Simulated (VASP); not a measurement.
Energy against volume of Rh (fcc). All values below come from r2SCAN meta-GGA, VASP's PBE PAW potentials (set 64) (plane waves; VASP). Settings: 520 eV cut-off, 16×16×16 Γ-centred mesh, first-order Methfessel-Paxton smearing of 0.10 eV, potentials Rh_pv.

```
V (Å³/atom)  E (eV/atom)
-----------  -----------
13.357         -24.12433
13.770         -24.13656
14.183         -24.12686
14.596         -24.09893
```

**Question.** Fit these four points and predict the energy of the run at 12.944 Å³/atom.

**Answer.** A cubic in V^(−2/3), the third-order Birch-Murnaghan form, passes through the four points with V0 = 13.78 Å³/atom and B0 = 282 GPa, and gives -24.0857 eV/atom there. The run gave -24.0857 eV/atom, -0.0 meV/atom from the fit; all five points give B0 = 282 GPa.

The compound is Rh in the fcc structure. It was relaxed first.
